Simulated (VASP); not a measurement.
VASP ran on this input.

File KPOINTS:
```
kpoints
0
gamma
  10 10 10
0 0 0
```

POSCAR:
```
CuCl
1
    0.0000000000     2.6867033370     2.6867033370
    2.6867033370     0.0000000000     2.6867033370
    2.6867033370     2.6867033370     0.0000000000
Cu Cl
1 1
Direct
  0.0000000000   0.0000000000   0.0000000000
  0.2500000000   0.2500000000   0.2500000000
```

### INCAR
```
GGA=MK
LWAVE=.FALSE.
ISMEAR=-5   # tetrahedra, Bloechl
NELM=100
LASPH=.TRUE.   # aspherical one-centre terms
LCHARG=.TRUE.
AGGAC=0.0
PARAM2=0.7114
ENCUT=520   # plane-wave cut-off (eV)
LUSE_VDW=.TRUE.
PARAM1=0.1234568
SYSTEM=CuCl
LORBIT=11
EDIFF=1E-7   # SCF stop (eV)
NEDOS=601   # DOS grid
ISIF=2   # forces and stress, cell fixed
LREAL=.FALSE.
ZAB_VDW=-1.8867
LMAXMIX=4
ALGO=Normal   # blocked Davidson
PREC=Accurate
```

POTCAR, in this order: Cu Cl (PBE.64 set). Program: vasp_std.

Problem. Write an equivalent input for Quantum ESPRESSO's pw.x.

Solution. One equivalent input (not run):
```
&CONTROL
  calculation = 'scf'
  pseudo_dir = './pseudo'
  outdir = './out'
  tprnfor = .true.
  tstress = .true.
/
&SYSTEM
  ibrav = 0
  nat = 2
  ntyp = 2
  ecutwfc = 92
  occupations = 'tetrahedra'
  input_dft = 'vdw-df2-b86r'
/
&ELECTRONS
  conv_thr = 7.3e-09
  electron_maxstep = 100
/
ATOMIC_SPECIES
  Cu 63.546 Cu.upf
  Cl 35.450 Cl.upf
CELL_PARAMETERS angstrom
     0.0000000    2.6867033    2.6867033
     2.6867033    0.0000000    2.6867033
     2.6867033    2.6867033    0.0000000
ATOMIC_POSITIONS crystal
  Cu   0.0000000  0.0000000  0.0000000
  Cl   0.2500000  0.2500000  0.2500000
K_POINTS automatic
  10 10 10 0 0 0
```
What does not carry over: the potentials are each code's own (VASP's PAW set, PseudoDojo norm-conserving files in pw.x), so ENCUT and ecutwfc are chosen apart and not converted; conv_thr bounds pw.x's estimated SCF error, while EDIFF bounds the energy change between steps.

The compound is CuCl in the zinc blende structure. It was relaxed first.
